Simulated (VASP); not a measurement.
A run of VASP 6.6.1 is set up as follows.

The input INCAR:

```
PREC = Accurate
ENCUT = 400
EDIFF = 1E-6
ISMEAR = 0
SIGMA = 0.01
LREAL = False
LASPH = True
NELM = 80
ALGO = Fast
ISIF = 2
LWAVE = False
LCHARG = False
GGA = RP
ISYM = 0
```

KPOINTS

```
regular mesh
0
Gamma
  1 1 1
```

Contents of POSCAR:

```
BCl3                                    
1.0
   13.1339316568      0.0000000000      0.0000000000
    0.0000000000     13.6339316568      0.0000000000
    0.0000000000      0.0000000000     14.1339316568
  B               Cl            
     1     3
Selective dynamics
Direct
     0.4999793355000008    0.5036805274000002    0.5000060168000005   F   F   F
     0.4216764073833076    0.4137117358148284    0.4510135276657274   T   T   T
     0.5352266512896893    0.4966434625179538    0.6187786546076295   T   T   T
     0.5431107163409081    0.6006375049249583    0.4302017308316824   T   T   T
```

Potentials or basis: VASP PAW PBE potentials, release 64 (B, Cl).

Launch:

```bash
$ cat potpaw_PBE.64/B/POTCAR potpaw_PBE.64/Cl/POTCAR > POTCAR
$ mpirun -np 4 vasp_gam > vasp.out
```

Problem. Predict the largest force.

Solution. 0.252 eV/Å.

Problem. What does it give for the gap between the frontier levels?

Solution. 5.04 eV.

Forces in eV/Å, atoms in the order of the input:
```
B    0.002 -0.002  0.000
Cl  -0.149 -0.177 -0.100
Cl   0.066 -0.013  0.243
Cl   0.081  0.192 -0.142
```

Caveat: the PAW data sets were made with another functional, which shifts forces and pressure a little. RPBE gaps usually lie below the measured ones, often by a third to a half.
